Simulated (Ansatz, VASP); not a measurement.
One calculation of SnC2, two programs

```
Sn C
1.0
    -3.36621    0.00000    0.00000
     0.00000    0.00000   -4.17215
     0.00000   -5.83045    0.00000
Sn C
2 4
Direct
  0.00000 0.00000 0.00000
  0.50000 0.00000 0.50000
  0.50000 0.34272 0.83333
  0.00000 0.34272 0.33333
  0.50000 0.65728 0.83333
  0.00000 0.65728 0.33333
```

Alike in both runs: task single point; functional PBE; k mesh 6 × 6 × 4; occupations gaussian, width 0.2 eV; no spin polarisation.

|  | VASP | Ansatz |
| --- | --- | --- |
| version | VASP 6.6.1 | Ansatz 0.2.0 |
| potentials or method | VASP PAW PBE potentials, release 64 (Sn_d, C) | scalar-relativistic, plane waves, PAW |
| plane-wave cutoff (eV) | 520 | 420 |
| valence electrons in the cell | 44 | 44 |

|  | VASP | Ansatz | Ansatz less VASP |
| --- | --- | --- | --- |
| gap on the k mesh at the Fermi level (eV) | none | none | - |
| pressure (GPa) | 0.2 | 0.0 | -0.14 |
| largest component of the traceless stress (GPa) | 0.44 | 0.73 | +0.288 |
| rms of the force components (eV/Å) | 0.082 | 0.050 | -0.0325 |

Atom by atom the forces differ by 0.033 eV/Å (rms over components). A gap of «none» marks a metal or a gap that the smearing closes. The functional is the same, so the differences come from potentials, cutoffs and numerics.
